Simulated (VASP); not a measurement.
Calculation: PBEsol GGA, VASP's PBE PAW potentials (set 64) (plane waves; VASP 6.6.1).

VASP ran on this input.

### KPOINTS
```
Automatic mesh
0
Gamma
7 7 4
0 0 0
```

File POSCAR:
```
BBi
1
    3.8416614899     0.0000000000    -0.0000000000
   -1.9208307450     3.3269762307     0.0000000000
    0.0000000000    -0.0000000000     6.3268429502
B Bi
2 2
Direct
  0.3333330000   0.6666670000   0.0001486894
  0.6666670000   0.3333330000   0.5001486894
  0.3333330000   0.6666670000   0.3748513106
  0.6666670000   0.3333330000   0.8748513106
```

**INCAR**
```
EDIFFG = -0.01
LASPH = .True.
ALGO = Normal   ! blocked Davidson
SIGMA = 0.05
EDIFF = 1E-6   ! SCF stop (eV)
LMAXMIX = 4   ! l cut-off of mixed one-centre charges
ISMEAR = 0
LWAVE = .False.
GGA = PS   ! PBEsol
IBRION = 2
NELM = 100
ENCUT = 520   ! plane-wave cut-off (eV)
PREC = Accurate
LREAL = .False.   ! projection in real space or not
ISIF = 3
SYSTEM = BBi
LCHARG = .False.
NSW = 60
```

POTCAR, in this order: B Bi_d (PBE.64 set). Program: vasp_std.

Question: What will the output report for the number of irreducible k-points (NKPTS), number of bands (NBANDS), largest plane-wave count, number of space-group operations, FFT grid (NGX, NGY, NGZ)?

Answer: 
| Item | Value |
|---|---|
| number of irreducible k-points (NKPTS) | 24 |
| number of bands (NBANDS) | 22 |
| largest plane-wave count | 2198 |
| number of space-group operations | 12 |
| FFT grid (NGX, NGY, NGZ) | 30 × 30 × 48 |

The structure was generated: BBi was put into the wurtzite type (P6_3mc), which need not be its known phase. It was relaxed first, which changed the volume by +5 %. The start is the result of an earlier pass.
